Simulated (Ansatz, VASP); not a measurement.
# TiO2: VASP beside Ansatz, part 2 of 2

Wanted: the spread between two codes on one cell, functional and k mesh. The cell is taken from a series of runs on this material, whose earlier steps may have relaxed, scaled, displaced or heated it; both programs get it as it stands.

VASP 6.6.1 and Ansatz 0.2.0.

So far: Set-up; VASP: dielectric response, LDA.

### Step 3. Ansatz: dielectric response, LDA

Level of this step: Ansatz beside VASP: Kohn-Sham DFT, plane waves, LDA (Ansatz).

Ansatz runs on its PAW soft_1 files.

The same cell, functional (in two slightly different forms) and mesh now go to Ansatz, which takes its cutoff from its data sets.

input.yaml

```yaml
crystal:
  lattice:
    - [2.706034, -2.706655, 0.0]
    - [2.706034, 2.706655, 0.0]
    - [-2.633531, 0.0, 4.796637]
  atoms:
    - { symbol: Ti, position: [0.13411, 0.86589, 0.25] }
    - { symbol: Ti, position: [0.86589, 0.13411, 0.75] }
    - { symbol: O, position: [0.331221, 0.088755, 0.667149] }
    - { symbol: O, position: [0.668779, 0.911245, 0.332851] }
    - { symbol: O, position: [0.911245, 0.668779, 0.832851] }
    - { symbol: O, position: [0.088755, 0.331221, 0.167149] }
kpoints:
  mp_grid: { grid: [6, 6, 4] }
hamiltonian:
  xc: lda
  pseudopotentials: { kind: paw, azcp: { folder: soft_1 }, xc_functional: pbe }
scf:
  occupations: { method: fixed }
dielectric: {}
```

On the command line:

```bash
ansatz run input.yaml --threads 3 --pin off --max-ram 92160MiB --backend cuda --events-out ev --progress --plain --runs-dir out --devices 1 --max-vram 13GiB
```

Numbers of over 12 decimals in the logs are rounded to 6 here.

What it wrote:

```text
GPUs: using 1 of 1 available (devices: 1).
Engine: ansatz 0.2.0, x86_64-unknown-linux-gnu
Pseudopotentials: kind: paw
Pseudopotential: Ti, paw, valence charge 12, recommended cutoff 420 eV (normal), soft_1/Ti.paw.azcp
Pseudopotential: O, paw, valence charge 6, recommended cutoff 420 eV (normal), soft_1/O.paw.azcp
Functional definition: SPW92
  exchange = slater_x
  correlation = pw_c
device memory: the entry about to start is reckoned to put 2.5 GiB on a device that reports 27.1 GiB free (of which the cap on the GPU budget leaves the run 13.0 GiB)
GPU FFT provider: cuFFT
GPU libraries: cuBLAS 13.8.2, cuFFT 12.4.0, cuSOLVER 12.3.4
Crystal: 6 atoms, lattice volume = 70.264 Å³
Basis set: ecut = 420 eV, 1363 PW (Γ), exchange–correlation on 54×54×80 points (8 copies of the dense FFT grid, shifted against one another)
Bands: 30, of which v1, the nominal top of the filled ones, is band 24 counted from 1 (23 counted from 0)
Symmetry: 4 space group operations
k-points: 76 of 144 (irreducible under 1 space group operation, time reversal used)
Non-local potential: Ti, projectors of the file, l = 0: 3, l = 1: 2, l = 2: 3, l = 3: 1
Non-local potential: O, projectors of the file, l = 0: 2, l = 1: 2, l = 2: 1
PAW form: soft (Blöchl's): semilocal exchange-correlation on the pseudo side does not see the compensation charge
PAW frozen core: Ti, regenerated for the run's functional, and the local potential with it (the file was generated under x = pbe(κ = 0.804, μ = 0.219515), c = pbe(β = 0.066725))
PAW frozen core: O, regenerated for the run's functional, and the local potential with it (the file was generated under x = pbe(κ = 0.804, μ = 0.219515), c = pbe(β = 0.066725))
PAW one-centre angular grid: Ti, 590 points (default); XC on 64 Gauss nodes
PAW one-centre angular grid: O, 110 points (default); XC on 64 Gauss nodes
Initial density: superposition of atomic densities (chi_scale 0.1, normalization cell, long waves kept (reshape's long-wave potential 0.00 eV rms))
Initial wavefunctions: pseudopotential atomic-orbital guess
GPU buffer pool allocated for 29160 grid points (all kernels)
GPU transforms: local potential and band sums: pruned to the plane-wave sphere, on 25×25×40
Functional: x = slater, c = lda
SCF iter   1: F=—  HF=-7130.694480 eV  |F-HF|=—  |Δ(HF+E_count)|=         —  Δρ=4.87e-2  dr2=1.80e0  ethr=3.10e-3  ⟨swp⟩=4.2  Hψ=7586  notcnv=0  defer=170
preconditioner: auto → Resta (q_TF=auto, 2.560 Å⁻¹)  ε∞=8.1  [insulator: Δε(μ)=2.011 eV  Ē_g=9.408 eV  n_scr=18 (ndim 8)  ℏωp=25.1 eV  f_vac=0.000  ε∞_Penn≈8.1]
SCF iter   2: F=—  HF=-7130.489262 eV  |F-HF|=—  |Δ(HF+E_count)|=   2.05e-1  Δρ=2.99e-2  dr2=6.72e-1  ethr=3.10e-3  ⟨swp⟩=2.0  Hψ=3161  notcnv=0  defer=197
SCF iter   3: F=—  HF=-7130.406646 eV  |F-HF|=—  |Δ(HF+E_count)|=   8.26e-2  Δρ=2.65e-2  dr2=5.27e-1  ethr=1.40e-3  ⟨swp⟩=2.0  Hψ=3339  notcnv=0  defer=161
SCF iter   4: F=—  HF=-7130.299474 eV  |F-HF|=—  |Δ(HF+E_count)|=   1.07e-1  Δρ=5.13e-3  dr2=1.92e-2  ethr=1.10e-3  ⟨swp⟩=2.8  Hψ=4271  notcnv=0  defer=156
SCF iter   5: F=—  HF=-7130.302026 eV  |F-HF|=—  |Δ(HF+E_count)|=   2.55e-3  Δρ=1.76e-3  dr2=2.58e-3  ethr=4.00e-5  ⟨swp⟩=1.6  Hψ=2221  notcnv=0  defer=235
SCF iter   6: F=—  HF=-7130.302439 eV  |F-HF|=—  |Δ(HF+E_count)|=   4.13e-4  Δρ=3.57e-4  dr2=6.75e-5  ethr=5.37e-6  ⟨swp⟩=2.0  Hψ=3187  notcnv=0  defer=304
SCF iter   7: F=—  HF=-7130.302261 eV  |F-HF|=—  |Δ(HF+E_count)|=   1.78e-4  Δρ=5.51e-5  dr2=2.00e-6  ethr=1.41e-7  ⟨swp⟩=2.0  Hψ=3109  notcnv=0  defer=152
SCF iter   8: F=—  HF=-7130.302440 eV  |F-HF|=—  |Δ(HF+E_count)|=   1.78e-4  Δρ=1.28e-5  dr2=1.22e-7  ethr=4.16e-9  ⟨swp⟩=2.6  Hψ=4145  notcnv=0  defer=152
SCF iter   9: F=—  HF=-7130.302440 eV  |F-HF|=—  |Δ(HF+E_count)|=   1.53e-8  Δρ=3.16e-6  dr2=6.12e-9  ethr=2.53e-10  ⟨swp⟩=2.1  Hψ=2976  notcnv=0  defer=152
SCF iter  10: F=—  HF=-7130.302440 eV  |F-HF|=—  |Δ(HF+E_count)|=   1.89e-9  Δρ=9.54e-7  dr2=5.88e-10  ethr=1.27e-11  ⟨swp⟩=2.0  Hψ=3091  notcnv=0  defer=152
SCF iter  11: F=-7130.302440 eV  HF=-7130.302440 eV  |F-HF|=1.82e-11  |Δ(HF+E_count)|=  1.09e-11  Δρ=2.05e-7  dr2=2.81e-11  ethr=1.00e-12  ⟨swp⟩=7.8  Hψ=6626  notcnv=0
SCF 1 converged in 11 iterations: F = -7130.302440 eV  dr2 = 2.81e-11
  greatest PAW one-centre occupation: 0.998 electrons in one spin orbital (limit 2), on the Ti atom at site 1 (counted from 0), in its partial waves of l = 0
the response reads at least the filled bands of the reference SCF and the lowest empty band at each k-point, and that SCF's band table does not vouch for those bands. The notice of the band table in this run's record says why
device memory: the entry about to start is reckoned to put 0.4 GiB on a device that reports 39.3 GiB free (of which the cap on the GPU budget leaves the run 13.0 GiB)
NSCF: frozen V_eff on 1 k-points
device memory: the entry about to start is reckoned to put 0.4 GiB on a device that reports 39.3 GiB free (of which the cap on the GPU budget leaves the run 13.0 GiB)
NSCF: frozen V_eff on 1 k-points
device memory: the entry about to start is reckoned to put 0.4 GiB on a device that reports 39.3 GiB free (of which the cap on the GPU budget leaves the run 13.0 GiB)
NSCF: frozen V_eff on 1 k-points
device memory: the entry about to start is reckoned to put 0.4 GiB on a device that reports 39.3 GiB free (of which the cap on the GPU budget leaves the run 13.0 GiB)
NSCF: frozen V_eff on 1 k-points
device memory: the entry about to start is reckoned to put 0.1 GiB on a device that reports 39.3 GiB free (of which the cap on the GPU budget leaves the run 13.0 GiB)
device memory: the entry about to start is reckoned to put 1.5 GiB on a device that reports 39.3 GiB free (of which the cap on the GPU budget leaves the run 12.9 GiB)
DFPT response loops at Γ: preconditioner auto → Resta (q_TF=auto, 2.560 Å⁻¹)  ε∞=5.5 (no band partly filled); β = 1.00, the filter's whole step (`scf.mixing.beta` (0.50) is not read by the response loops at its default; to damp them type it under 1.00, their step now; it binds the ground state too); Broyden in place of MSR1
── the response to a field inside a basis, on 6×6×4 k-points: an SCF that follows is theirs, and a resumed run solves both again ──
device memory: the entry about to start is reckoned to put 0.2 GiB on a device that reports 25.5 GiB free (of which the cap on the GPU budget leaves the run 12.9 GiB)
GPU FFT provider: cuFFT
GPU libraries: cuBLAS 13.8.2, cuFFT 12.4.0, cuSOLVER 12.3.4
Bands: 25, of which v1, the nominal top of the filled ones, is band 24 counted from 1 (23 counted from 0)
k-points: 42 of 144
Initial density: handed on by an earlier stage of this run
Initial wavefunctions: pseudopotential atomic-orbital guess (no wavefunctions were taken with the density)
GPU buffer pool allocated for 29160 grid points (all kernels)
GPU transforms: band sums: pruned to the plane-wave sphere, on 25×25×40
Eigensolver: Dense (42 Hₖ)
SCF iter   1: F=—  HF=-7130.292756 eV  |F-HF|=—  |Δ(HF+E_count)|=         —  Δρ=4.21e-4  dr2=2.71e-5  ethr=1.00e-1
preconditioner: auto → Resta (q_TF=auto, 2.560 Å⁻¹)  ε∞=9.3  [insulator: Δε(μ)=2.251 eV  Ē_g=8.688 eV  n_scr=18 (ndim 8)  ℏωp=25.1 eV  f_vac=0.096  ε∞_Penn≈9.3]
SCF iter   2: F=—  HF=-7130.292749 eV  |F-HF|=—  |Δ(HF+E_count)|=   6.21e-6  Δρ=1.89e-4  dr2=1.34e-5  ethr=5.64e-8
SCF iter   3: F=—  HF=-7130.292748 eV  |F-HF|=—  |Δ(HF+E_count)|=   1.67e-6  Δρ=1.07e-4  dr2=2.26e-6  ethr=2.78e-8
SCF iter   4: F=—  HF=-7130.292747 eV  |F-HF|=—  |Δ(HF+E_count)|=   4.44e-7  Δρ=1.44e-5  dr2=1.09e-7  ethr=4.71e-9
SCF iter   5: F=-7130.292747 eV  HF=-7130.292747 eV  |F-HF|=4.02e-9  |Δ(HF+E_count)|=   1.34e-8  Δρ=3.52e-6  dr2=1.26e-8  ethr=2.28e-10
SCF 1 converged in 5 iterations: F = -7130.292747 eV  dr2 = 1.26e-8
device memory: the entry about to start is reckoned to put 0.1 GiB on a device that reports 25.3 GiB free (of which the cap on the GPU budget leaves the run 12.9 GiB)
device memory: the entry about to start is reckoned to put 1.5 GiB on a device that reports 25.3 GiB free (of which the cap on the GPU budget leaves the run 12.9 GiB)
DFPT response loops at Γ: preconditioner auto → Resta (q_TF=auto, 2.560 Å⁻¹)  ε∞=5.2 (no band partly filled); β = 1.00, the filter's whole step (`scf.mixing.beta` (0.50) is not read by the response loops at its default; to damp them type it under 1.00, their step now; it binds the ground state too); Broyden in place of MSR1
SCF converged after 11 iterations
Free energy (F): -7130.302440 eV
Harris-Foulkes:  -7130.302440 eV  (|F-HF|=1.82e-11)
Internal energy: -7130.302440 eV  (E = F + TS)
E sigma→0 (E₀):  -7130.302440 eV
Fermi energy:    6.464604 eV
--- Per-component energies (eV) ---
  E_band       = -488.110241
  E_kinetic    = 1221.610050
  E_local      = -3724.513605  (includes V_loc(G=0)·N_el)
  E_nonlocal   = 338.667338
  E_hartree    = 1422.300527
  E_xc         = -511.151162
  E_vxc        = -651.217828  (∫ρ·V_xc dr)
  E_paw        = -2588.184524  (= ΣΔE_a)
  E_vpaw       = -517.260166  (= ΣTr[D̂ρ^β])
  E_aug_tail   = 0.003011  (compensation charges beyond the density's cutoff)
  E_ewald      = -3290.073663
  E_core_change = 1.039587  (= ΣΔE_core)
  E_smearing   = -0.000000  (= −TS)
  E_closure    = 0.000000  (closes the sum)
  Σ components = -7130.302440   (vs F -7130.302440, Δ=0.00e0)
--- Band table (eV; the first three rows and the last of 76) ---
  k-point 0: bands = [... 20 lower, 5.6973, 5.7496, 6.0235, 6.0293, 8.4414, 9.1774, 10.2169, 10.2253, ... 2 higher]
  k-point 1: bands = [... 20 lower, 5.4068, 5.4252, 6.2354, 6.2378, 8.5424, 9.0623, 10.0838, 10.0956, ... 2 higher]
  k-point 2: bands = [... 20 lower, 5.2155, 5.2155, 6.3398, 6.3398, 8.7955, 8.7955, 10.0448, 10.0448, ... 2 higher]
  k-point 75: bands = [... 20 lower, 4.4238, 4.4238, 6.4438, 6.4438, 9.6538, 9.6538, 10.1227, 10.1227, ... 2 higher]
--- Dielectric response (ions clamped): 3 representative field directions + reference, inside a basis on a mesh of 144 k-points (Σ response iterations 21) ---
  ε∞ (high-frequency dielectric tensor):
        7.035414     0.000000     0.347909
        0.000000     6.996095     0.000000
        0.347909     0.000000     6.466788
  Born effective charges Z* (e; rows j = field, columns β = displacement):
    site 0:
         6.57644    0.00000    0.38355
         0.00000    6.52957   -0.00000
         0.37412    0.00000    5.76472
    site 1:
         6.57644    0.00000    0.38355
         0.00000    6.52957   -0.00000
         0.37412    0.00000    5.76472
    site 2:
        -3.28822    2.15504   -0.19177
         2.14655   -3.26478    0.04360
        -0.18706    0.05483   -2.88236
    site 3:
        -3.28822    2.15504   -0.19177
         2.14655   -3.26478    0.04360
        -0.18706    0.05483   -2.88236
    site 4:
        -3.28822   -2.15504   -0.19177
        -2.14655   -3.26478   -0.04360
        -0.18706   -0.05483   -2.88236
    site 5:
        -3.28822   -2.15504   -0.19177
        -2.14655   -3.26478   -0.04360
        -0.18706   -0.05483   -2.88236
  Z* charge neutrality: 2.589e-3 e pre-enforcement
  solved inside a basis spanned on kpoints, on 6×6×4 k-points, its susceptibility summed on 12×12×8: ε∞ is read to err by 2.1e-2, Z* by 2.5e-2 e (field_mesh: kpoints solves on kpoints); Z* is corrected for what the basis lacks
```

### Step 4. Differences

Known differences besides the potentials themselves: fixed occupations in Ansatz, narrow Gaussian smearing in VASP; VASP's response is taken on the typed mesh, Ansatz refines its own for the field response alone; the cutoff is 420 eV in Ansatz and 520 eV in VASP; VASP's log shows a relativistic correction to its local exchange, Ansatz's none. Total energies have different zeros and are not compared.

The two programs side by side:

```
                                     quantity  Ansatz   VASP  difference
                                        ε∞ xx    7.04   7.10     -0.87 %
                                        ε∞ yy    7.00   7.06     -0.85 %
                                        ε∞ zz    6.47   6.51     -0.67 %
Born charge of Ti1 (mean of the diagonal) (e)    6.29   6.31       -0.02
 Born charge of O3 (mean of the diagonal) (e)   -3.15  -3.16       +0.01
```

### Step 5. Outcome

| Quantity | Value |
| --- | --- |
| difference in ε∞ xx (dielectric response, LDA) | -0.87 % |

The difference in ε∞ xx is -0.87 % (dielectric response, LDA), within the 5 % picked in this series as the mark of a large difference. Such differences can come from data sets, numerical settings and the points named under the comparisons, not from the functional's error against experiment.

[Lines on the potential files, build, host, timing and source positions are cut from VASP's logs without a mark.]

[Logs are printed without paths, hosts, clocks, repeated set-up lines and the standing remarks that a program may print on its own settings, such as how far it seeks lower states.]

[Hosts, paths, dates, database ids (printed as entryN), source tags and the programs' standing remarks are cut or masked in the printed files.]
